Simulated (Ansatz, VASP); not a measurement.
# H2W2NO2 (W2N(OH)2 MXene monolayer): VASP beside Ansatz

Wanted: the spread between two codes on one cell, functional and k mesh. The structure shown is the start of the Ansatz relaxation below; VASP solves that cell, so the two are compared at the walk's first step.

Calculated with Ansatz 0.2.0; plane waves, with VASP 6.6.1 beside it; single point at PBE with D3(BJ).

### 1. The starting structure

The cell holds 7 atoms: 2 H, 2 O, 2 W and 1 N. Its edges and angles: a = 3.054 Å, b = 3.054 Å, c = 44.417 Å, α = 90.0°, β = 90.0°, γ = 120.0°. Vacuum lies along c.

### 2. Ansatz: relaxation, PBE with D3(BJ)

Ansatz runs on its default PAW (the set named soft_2) files.

The two programs are compared at the cell with which this relaxation starts, whose forces are those of its first step.

File input.yaml:

```yaml
crystal:
  lattice:
    - [3.053908, 0.0, 0.0]
    - [-1.526954, 2.6447619088, 0.0]
    - [0.0, 0.0, 44.4170130495]
  atoms:
    - { symbol: H, position: [0.3333333333, 0.6666666667, 0.4243869343] }
    - { symbol: O, position: [0.3333333333, 0.6666666667, 0.4464505522] }
    - { symbol: W, position: [0.6666666667, 0.3333333333, 0.4728709643], spin: 1.0 }
    - { symbol: "N", position: [0.0, 0.0, 0.5] }
    - { symbol: W, position: [0.3333333333, 0.6666666667, 0.5271290357], spin: 1.0 }
    - { symbol: O, position: [0.6666666667, 0.3333333333, 0.5535494478] }
    - { symbol: H, position: [0.6666666667, 0.3333333333, 0.5756130657] }
  periodic: [true, true, false]
magnetization:
  spin_polarized: true
kpoints:
  mp_grid: { grid: [12, 12, 1] }
hamiltonian:
  xc: pbe
  dispersion: d3bj
scf:
  occupations: { method: fermi_dirac, width: 0.05 }
  convergence: { dr2_threshold: 1.0e-09 }
relax:
  f_tol: 0.004
  max_steps: 90
  cell: {}
output:
  write_potential: true
  write_density: true
  volumetric_format: npy
```

Command:

```console
ansatz run input.yaml --threads 2 --pin off --max-ram 3072MiB --backend cpu --events-out ev --progress --plain --runs-dir out
```

Numbers of over 12 decimals in the logs are rounded to 6 here.

The program printed:

```text
Warning: relax.cell: scf.convergence.dr2_threshold = 1e-9 eV is looser than the 2.50484396231e-10 eV advised for a relaxation that steers and ends on the stress (1e-10 eV for each atom of the cell: 7, times the square of relax.cell.stress_2d_tol = 0.05 N/m over 16.7 Å (the atoms' height at the walk's start and 5 Å past either face), 2.991e-2 GPa, over a crystal's default 0.05). What an SCF threshold leaves in a stress goes as its square root, and in the free energy as the threshold itself, and one threshold admits the most on a small cell: [figures from the program's tests cut] Set scf.convergence.dr2_threshold to 2.50484396231e-10 eV or tighter. [rest of the remark cut]
Engine: ansatz 0.2.0, x86_64-unknown-linux-gnu
Pseudopotentials: kind: paw
Pseudopotential: H, paw, valence charge 1, recommended cutoff 420 eV (normal), H.paw.azcp
Pseudopotential: O, paw, valence charge 6, recommended cutoff 420 eV (normal), O.paw.azcp
Pseudopotential: W, paw, valence charge 14, recommended cutoff 420 eV (normal), W.paw.azcp
Pseudopotential: N, paw, valence charge 5, recommended cutoff 420 eV (normal), N.paw.azcp
Functional definition: PBE
  parameter kappa = 0.804
  parameter beta = 0.066725
  exchange = pbe_x(kappa = kappa, mu = beta*pi^2/3)
  correlation = pbe_c(beta = beta)
Crystal: 7 atoms, lattice volume = 358.750 Å³
Basis set: ecut = 420 eV, 6977 PW (Γ), exchange–correlation on 48×48×600 points (8 copies of the dense FFT grid, shifted against one another)
Bands: 32, of which v1, the nominal top of the filled ones, is band 24 counted from 1 (23 counted from 0)
Symmetry: 12 space group operations
Space group: P-3m1 (ITA 164), of the structure as read, at distance tolerance 7.1e-5 Å
Magnetic group: BNS 164.85 (UNI 1315), of the structure as read, at distance tolerance 7.1e-5 Å
k-points: 19 of 144
Non-local potential: H, projectors of the file, l = 0: 2, l = 1: 1
Non-local potential: O, projectors of the file, l = 0: 2, l = 1: 2, l = 2: 1
Non-local potential: W, projectors of the file, l = 0: 3, l = 1: 2, l = 2: 2, l = 3: 1
Non-local potential: N, projectors of the file, l = 0: 2, l = 1: 2, l = 2: 1
PAW form: soft (Blöchl's): semilocal exchange-correlation on the pseudo side does not see the compensation charge
PAW one-centre angular grid: H, 110 points (default); XC on 64 Gauss nodes
PAW one-centre angular grid: O, 110 points (default); XC on 64 Gauss nodes
PAW one-centre angular grid: W, 590 points (default); XC on 64 Gauss nodes
PAW one-centre angular grid: N, 110 points (default); XC on 64 Gauss nodes
Initial density: superposition of atomic densities (neutral atoms: chi_scale 0, normalization atom)
Starting moments: Σ|m| = 2 μB on 2 of 7 sites
Initial wavefunctions: pseudopotential atomic-orbital guess
Functional: x = pbe(κ = 0.804, μ = 0.219515), c = pbe(β = 0.066725)
SCF iter   1: F=—  HF=-22322.076749 eV  |F-HF|=—  |Δ(HF+E_count)|=         —  Δρ=3.27e-2 (↑3.27e-2 ↓3.05e-2)  dr2=2.03e1  dr2_m=6.07e-2  M=1.287 μB ∫|m|=1.289 μB  β_m=0.30  ethr=3.10e-3  ⟨swp⟩=17.4  Hψ=9913  notcnv=0  defer=2
Mixer restart at iter 1: flushing history
preconditioner: auto → LDOS  [metal: Δε(μ)=0.039 eV  Ē_g=11.395 eV  σ=0.050 eV  W_gap=0.19  n_scr=26 (ndim 8)  ℏωp=10.2 eV  f_vac=0.791  D(μ)=3.45/eV (n_scr^D=18)]
spin=Collinear: LDOS preconditioning applied to the charge; magnetization (m = ρ↑ − ρ↓) channel mixes plain (no charge-response kernel on spin).
SCF iter   2: F=—  HF=-22319.558536 eV  |F-HF|=—  |Δ(HF+E_count)|=    2.52e0  Δρ=2.17e-2 (↑2.17e-2 ↓2.00e-2)  dr2=9.67e0  dr2_m=3.61e-2  M=1.228 μB ∫|m|=1.231 μB  β_m=0.56  ethr=3.10e-3  ⟨swp⟩=3.9  Hψ=2802  notcnv=0  defer=51
SCF iter   3: F=—  HF=-22317.795336 eV  |F-HF|=—  |Δ(HF+E_count)|=    1.76e0  Δρ=5.50e-3 (↑5.50e-3 ↓3.57e-3)  dr2=1.26e0  dr2_m=1.21e-2  M=0.877 μB ∫|m|=0.888 μB  β_m=0.59  ethr=3.10e-3  ⟨swp⟩=6.8  Hψ=3983  notcnv=0  defer=52
SCF iter   4: F=—  HF=-22317.782756 eV  |F-HF|=—  |Δ(HF+E_count)|=   1.26e-2  Δρ=3.62e-3 (↑3.62e-3 ↓2.33e-3)  dr2=2.69e-1  dr2_m=8.89e-3  M=0.797 μB ∫|m|=0.805 μB  β_m=0.80  ethr=2.67e-3  ⟨swp⟩=3.6  Hψ=1856  notcnv=0  defer=49
SCF iter   5: F=—  HF=-22317.862513 eV  |F-HF|=—  |Δ(HF+E_count)|=         —  Δρ=2.84e-3 (↑2.62e-3 ↓2.84e-3)  dr2=1.48e-2  dr2_m=2.37e-2  M=0.249 μB ∫|m|=0.261 μB  β_m=0.80  ethr=5.73e-4  ⟨swp⟩=5.9  Hψ=3327  notcnv=0  defer=48
[...]
preconditioner: auto → LDOS  [metal: Δε(μ)=0.059 eV  Ē_g=11.611 eV  σ=0.050 eV  W_gap=0.29  n_scr=24 (ndim 8)  ℏωp=11.9 eV  f_vac=0.764  D(μ)=3.19/eV (n_scr^D=18)]
spin=Collinear: LDOS preconditioning applied to the charge; magnetization (m = ρ↑ − ρ↓) channel mixes plain (no charge-response kernel on spin).
SCF iter   2: F=—  HF=-22319.900082 eV  |F-HF|=—  |Δ(HF+E_count)|=   3.02e-5  Δρ=1.75e-6 (↑1.75e-6 ↓1.75e-6)  dr2=1.15e-8  dr2_m=5.27e-13  M=0.000 μB ∫|m|=0.000 μB  β_m=0.55  ethr=1.00e-10  ⟨swp⟩=6.3  Hψ=4696  notcnv=0
SCF iter   3: F=—  HF=-22319.900082 eV  |F-HF|=—  |Δ(HF+E_count)|=   1.40e-8  Δρ=7.65e-7 (↑7.65e-7 ↓7.65e-7)  dr2=1.18e-9  dr2_m=2.28e-13  M=0.000 μB ∫|m|=0.000 μB  β_m=0.72  ethr=2.45e-11  ⟨swp⟩=2.9  Hψ=2198  notcnv=0
SCF iter   4: F=-22319.900082 eV  HF=-22319.900082 eV  |F-HF|=2.18e-11  |Δ(HF+E_count)|=   3.73e-9  Δρ=7.12e-8 (↑6.84e-8 ↓7.12e-8)  dr2=8.91e-11  dr2_m=6.41e-14  M=0.000 μB ∫|m|=0.000 μB  ethr=2.13e-12  ⟨swp⟩=16.3  Hψ=11589  notcnv=0
the starting moments were not kept: the SCF closed with an absolute magnetisation of 2.1e-6 μB, where they sum to 2 μB in size (2 sites). That is at most 0.1 of that sum. Measured as dr2_m measures the in/out step, that magnetisation stands 2.6e-13 eV from none, at or under the dr2_threshold of 1.0e-9 eV: it is no larger than a step whose dr2_m would equal this threshold.
SCF 12 converged in 4 iterations: F = -22319.900082 eV  dr2 = 8.91e-11
relax step  12: F+E_penalty+E_count = -22319.90008170 eV  Δ(F+E_penalty+E_count) = +6.585e-4 eV  max|allowed force component| = 2.855e-3 eV/Å  Δτ_max = 0.0000 Å  P = -0.008 N/m  Ω = 300.679 Å³  fix = [c, alpha, beta]  reactions: c -0.000 N/m  stress off target by 7.65e-3 N/m on what of the cell is left free  SCF on the basis re-selected at this cell (its energy is not comparable with the rows above)  (4 SCF iters)
basis re-selected at this cell: Δ(F+E_penalty+E_count) = +6.585e-4 eV, ΔP = -0.013 N/m vs the last step (what re-selecting the basis moved, of the pressure what is left beyond the Pulay correction that the steps carried, after the strain that the cell walked since its last selection, with what the two solves' SCF thresholds leave and, on support functions, any second-order correction that the steps lacked; it is no m [...]
WARN: The output density's exchange-correlation potential varies sharply where the density is thin. Do not read a vacuum level from v_tot or v_xc, or from such a field of the output density. On a cell that repeats whose density bears no net charge and no dipole along the vacuum's axis use v_es (v_loc + v_h of the components); under efield.dipole_correction with no amplitude use v_es + v_field, which holds any externa [...]
SCF converged after 4 iterations
Magnetization: 0.0000 μB (23.5000 up, 23.5000 down)
Absolute magnetization: 0.0000 μB (∫|ρ↑−ρ↓|, with the PAW one-centre terms)
Spin contamination: 0.0000 ħ² per cell (⟨S²⟩ above its minimum at these occupations)
Per-site moments (μB) at R_I (Å): [(1.9066214878736125e-8, 0.406076), (4.522854954087371e-8, 0.406076), (3.1245197369552004e-8, 0.898290), (-1.995476433629158e-9, 0.905916), (3.124519738584709e-8, 0.898290), (4.522854955922295e-8, 0.406076), (1.9066214858196228e-8, 0.406076)]
Free energy (F): -22319.900082 eV
Harris-Foulkes:  -22319.900082 eV  (|F-HF|=2.18e-11)
Internal energy: -22319.876246 eV  (E = F + TS)
E sigma→0 (E₀):  -22319.888164 eV
Entropy (-TS):   -0.023835 eV (-3.405 meV/atom)
Fermi energy:    -2.737193 eV
--- Per-component energies (eV) ---
  E_band       = -1182.741951
  E_kinetic    = 1417.330210
  E_local      = -258749.131410  (includes V_loc(G=0)·N_el)
  E_nonlocal   = 147.577456
  E_hartree    = 128555.073284
  E_xc         = -758.767713
  E_vxc        = -764.800186  (∫ρ·V_xc dr)
  E_paw        = -17571.085453  (= ΣΔE_a)
  E_vpaw       = -343.870882  (= ΣTr[D̂ρ^β])
  E_aug_tail   = 0.002558  (compensation charges beyond the density's cutoff)
  E_ewald      = 124640.596144
  E_disp       = -1.471322  (pairwise vdW)
  E_smearing   = -0.023835  (= −TS)
  E_closure    = 0.000000  (closes the sum)
  Σ components = -22319.900082   (vs F -22319.900082, Δ=0.00e0)
--- Forces (eV/Å), atoms counted from 1 ---
  atom   1  H     -0.00000000    -0.00000000    -0.00001172
  atom   2  O     -0.00000000    -0.00000000    -0.00138983
  atom   3  W     -0.00000000    -0.00000000     0.00285469
  atom   4  N      0.00000000     0.00000000     0.00000000
  atom   5  W      0.00000000     0.00000000    -0.00285469
  atom   6  O      0.00000000     0.00000000     0.00138983
  atom   7  H      0.00000000     0.00000000     0.00001172
  max |Σ_I F_I| component: 1.88e-17 eV/Å
--- 2D stress c σ (N/m, compression-positive) ---
       -0.007654       0.000000      -0.000000
        0.000000      -0.007654      -0.000000
       -0.000000      -0.000000      -0.000000
  P = ½ c Tr σ = -0.0077 N/m
--- Band table (eV; the first three rows and the last of 38) ---
  k-point 0 ↑: bands = [... 20 lower, -6.3975, -4.6597, -4.0688, -4.0688, -2.9970, -2.9586, -2.9168, -2.9168, ... 4 higher]
  k-point 1 ↑: bands = [... 20 lower, -6.5355, -4.7774, -4.1499, -3.8750, -3.1609, -2.8549, -2.7723, -2.7684, ... 4 higher]
  k-point 2 ↑: bands = [... 20 lower, -6.8047, -5.2552, -4.0821, -3.5767, -3.2837, -2.4655, -2.3247, -2.2857, ... 4 higher]
  k-point 18 ↓: bands = [... 20 lower, -3.9677, -3.4603, -3.4603, -3.0875, -1.3007, -1.3007, 0.0356, 0.0356, ... 4 higher]
  the weakly bound empty levels are not read free of the cell's end (no_gap_told)
--- Relaxed structure (10 steps of the walk, 10 accepted, 2 SCFs on fresh bases) ---
  F+E_penalty+E_count = -22319.90008170 eV   max|allowed force component| = 2.855e-3 eV/Å   (the final SCF, on the basis selected at the relaxed cell)
  cell:  # Å, volume = 300.6793 Å³
    - [2.795836, 0, 0]
    - [-1.397918, 2.421265, 0]
    - [0, 0, 44.4170130495]
  atoms:
    - { symbol: H, position: [0.333333, 0.666667, 0.411401] }
    - { symbol: O, position: [0.333333, 0.666667, 0.433564] }
    - { symbol: W, position: [0.666667, 0.333333, 0.466474] }
    - { symbol: N, position: [0, 0, 0.5] }
    - { symbol: W, position: [0.333333, 0.666667, 0.533526] }
    - { symbol: O, position: [0.666667, 0.333333, 0.566436] }
    - { symbol: H, position: [0.666667, 0.333333, 0.588599] }
```

Reading the cycles: dr2 is the Hartree energy of the density residual (eV), the measure of convergence; HF is the Harris–Foulkes estimate of the energy, which meets the free energy F at convergence.

(Continued in part 2 of 2.)

[Lines on the potential files, build, host, timing and source positions are cut from VASP's logs without a mark.]

[Logs are printed without paths, hosts, clocks, repeated set-up lines and the standing remarks that a program may print on its own settings, such as how far it seeks lower states.]

[Hosts, paths, dates, database ids (printed as entryN), source tags and the programs' standing remarks are cut or masked in the printed files.]
